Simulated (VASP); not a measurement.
A run of VASP 6.6.1 is set up as follows.

Contents of INCAR:

```
SYSTEM = Os3RuC3
PREC     = Accurate       ! precision mode
ENCUT    = 520            ! plane-wave cutoff, eV
EDIFF    = 1E-6           ! SCF threshold, eV
ISMEAR   = 0              ! smearing method
SIGMA    = 0.1            ! smearing width, eV
LREAL    = .FALSE.        ! projectors in reciprocal space
LASPH    = .TRUE.         ! aspherical terms in the spheres
NELM     = 150            ! most SCF steps
ALGO     = Fast           ! electronic algorithm
ISIF     = 2              ! what is computed and relaxed
LWAVE    = .FALSE.        ! write WAVECAR
LCHARG   = .FALSE.        ! write CHGCAR
ISPIN    = 2              ! spin polarisation
MAGMOM   = 0.55 0.16 0.16 0.16 0 0 0 ! initial moments
LORBIT   = 11             ! projections on sites
LMAXMIX  = 4              ! l up to which the mixer works
GGA      = PE             ! functional
NBANDS   = 38             ! bands
```

File KPOINTS:

```
Automatic mesh
0
G
  10 10 10
  0 0 0
```

POSCAR

```
Os3RuC3
1.0
    4.2501949646      0.0000000000      0.0000000000
    0.0000000000      4.2501949646      0.0000000000
    0.0000000000      0.0000000000      4.2501949646
Ru Os C
1 3 3
Direct
    0.5000000000      0.5000000000      0.5000000000
    0.0000000000      0.5000000000      0.0000000000
    0.0000000000      0.0000000000      0.5000000000
    0.5000000000      0.0000000000      0.0000000000
    0.5000000000      0.0000000000      0.5000000000
    0.5000000000      0.5000000000      0.0000000000
    0.0000000000      0.5000000000      0.5000000000
```

Potentials or basis: VASP PAW PBE potentials, release 64 (Ru_pv, Os, C).

The run is started by

```sh
$ cat potpaw_PBE.64/Ru_pv/POTCAR potpaw_PBE.64/Os/POTCAR potpaw_PBE.64/C/POTCAR > POTCAR
$ mpirun -np 1 vasp_std > vasp.out
```

(1) Predict the band gap on the k mesh.

(2) Estimate the net moment.

(3) Predict the pressure.

## Answers

(1) none (metal or under the smearing width).

(2) 0.00 μB per cell.

(3) 1.2 GPa.
